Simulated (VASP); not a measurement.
Data:

```xyz
4
Lattice="4.5774 0.0000 0.0000 0.0000 2.8244 0.0000 0.0000 0.0000 23.5061" Properties=species:S:1:pos:R:3 pbc="T T T"
Al     2.2892     2.8244    13.0905
Al     4.5770     1.4122    13.0905
Al     2.2882     0.0000    10.4155
Al     0.0005     1.4122    10.4155
```

Method: PBEsol GGA, VASP's PBE PAW potentials (set 64) (plane waves; VASP). Run with 400 eV cut-off, Gaussian smearing of 0.050 eV, potentials Al.

The cell holds a wide vacuum, so values per volume refer to the whole cell.

Question: Give the energies of bands 1 to 9 at the high-symmetry points, in eV from the Fermi level.

Answer: 
| band | Γ | X | Z | U |
|---|---|---|---|---|
| 1 | -9.90 | -5.37 | -8.16 | -3.80 |
| 2 | -7.76 | -5.37 | -8.16 | -3.80 |
| 3 | -3.40 | -3.28 | -6.03 | -3.57 |
| 4 | -3.28 | -3.28 | -6.03 | -3.57 |
| 5 | -2.69 | 0.74 | -1.62 | -2.06 |
| 6 | -1.67 | 0.74 | -1.62 | -2.06 |
| 7 | -0.18 | 0.87 | 2.27 | -1.07 |
| 8 | 0.62 | 0.87 | 2.27 | -1.07 |
| 9 | 2.94 | 2.06 | 4.54 | 2.21 |

It has no gap at this level: it comes out as a metal or semimetal.

The cell is a sheet with vacuum, built from a generated structure.
